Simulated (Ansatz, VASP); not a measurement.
One calculation of Ag3TeF, two programs

INCAR

```
SYSTEM = Ag3TeF
PREC     = Accurate       ! precision mode
ENCUT    = 520            ! plane-wave cutoff, eV
EDIFF    = 1E-7           ! SCF threshold, eV
ISMEAR   = 0              ! smearing method
SIGMA    = 0.05           ! smearing width, eV
LREAL    = .FALSE.        ! projectors in reciprocal space
LASPH    = .TRUE.         ! aspherical terms in the spheres
NELM     = 80             ! most SCF steps
ALGO     = Normal         ! electronic algorithm
ISIF     = 2              ! what is computed and relaxed
LWAVE    = .FALSE.        ! write WAVECAR
LCHARG   = .TRUE.         ! write CHGCAR
GGA      = PE             ! functional
LELF     = .TRUE.         ! ELF
LVHAR    = .TRUE.       
NBANDS   = 31             ! bands
```

File KPOINTS:

```
regular mesh
0
G
  4 4 4
  0 0 0
```

The input POSCAR:

```
Ag3TeF
1.0
    4.9600000000      0.0000000000      0.0000000000
    0.0000000000      4.9600000000      0.0000000000
    0.0000000000      0.0000000000      4.9600000000
Te F Ag
1 1 3
Direct
    0.0000000000      0.0000000000      0.0000000000
    0.5000000000      0.5000000000      0.5000000000
    0.5000000000      0.5000000000      0.0000000000
    0.5000000000      0.0000000000      0.5000000000
    0.0000000000      0.5000000000      0.5000000000
```

Input for Ansatz:

```yaml
crystal:
  lattice:
    - [4.96, 0.0, 0.0]
    - [0.0, 4.96, 0.0]
    - [0.0, 0.0, 4.96]
  atoms:
    - { symbol: Te, position: [0.0, 0.0, 0.0] }
    - { symbol: F, position: [0.5, 0.5, 0.5] }
    - { symbol: Ag, position: [0.5, 0.5, 0.0] }
    - { symbol: Ag, position: [0.5, 0.0, 0.5] }
    - { symbol: Ag, position: [0.0, 0.5, 0.5] }
basis:
  ecutwfc: 420
kpoints:
  mp_grid: { grid: [4, 4, 4] }
hamiltonian:
  xc: pbe
scf:
  occupations: { method: gaussian, width: 0.05 }
output:
  forces: true
  stress: true
  eigenvalues: true
```

The cell comes from a database or a generator and needn't be the stable form of this composition.

Alike in both runs: task single point; functional PBE; k mesh 4 × 4 × 4; occupations gaussian, width 0.05 eV; no spin polarisation.

|  | VASP | Ansatz |
| --- | --- | --- |
| version | VASP 6.6.1 | Ansatz 0.2.0 |
| potentials or method | VASP PAW PBE potentials, release 64 (Te, F, Ag) | scalar-relativistic, plane waves, PAW |
| plane-wave cutoff (eV) | 520 | 420 |
| valence electrons in the cell | 46 | 80 |

|  | VASP | Ansatz | Ansatz less VASP |
| --- | --- | --- | --- |
| gap on the k mesh at the Fermi level (eV) | none | none | - |
| pressure (GPa) | -6.0 | -5.9 | +0.11 |

A gap of «none» marks a metal or a gap that the smearing closes. The two sets of potentials don't hold the same shells in valence.

Spin-orbit coupling is left out, which matters for the levels of Te.
